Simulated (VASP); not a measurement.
The cell holds one Ir (fcc) (210) slab, with vacuum along c, ions free to move until forces fall under 0.03 eV/Å, no reconstruction beyond this cell, dipole correction on.

Input:

```xyz
12
Lattice="4.6943 0.0000 0.0000 3.1296 3.4989 0.0000 0.0000 0.0000 25.2570" Properties=species:S:1:pos:R:3 pbc="T T T"
Ir     2.7409     1.2257     8.0820
Ir     5.1027     2.2820     8.8267
Ir     7.4653     3.3386     9.5560
Ir     1.9248     0.8608    10.5175
Ir     4.2766     1.9125    11.3612
Ir     6.6538     2.9757    12.1868
Ir     1.1700     0.5233    13.0702
Ir     3.5473     1.5864    13.8958
Ir     5.8991     2.6382    14.7396
Ir     0.3585     0.1603    15.7010
Ir     2.7211     1.2169    16.4303
Ir     5.0830     2.2732    17.1750
```

Computed with PBEsol GGA, VASP's PBE PAW potentials (set 64) (plane waves; VASP 6.6.1). Numerical set-up: 400 eV cut-off, 8×8×1 Γ-centred mesh, first-order Methfessel-Paxton smearing of 0.10 eV, potentials Ir.

Slab and bulk use different k-meshes, so the surface energy is good to a few per cent at best. Unless said otherwise, spin-orbit coupling is left out, though it shifts the bands of the heavy elements here.

**Question.** Predict its surface energy, work function, band gap (on the k-mesh).

**Answer.** 
The surface energy is 3.53 J/m². The work function is 5.10 eV and the band gap (on the k-mesh) is none (metal, semimetal or under 0.01 eV).

The cell is a thin slab with vacuum, built from Ir (fcc): (210) face.
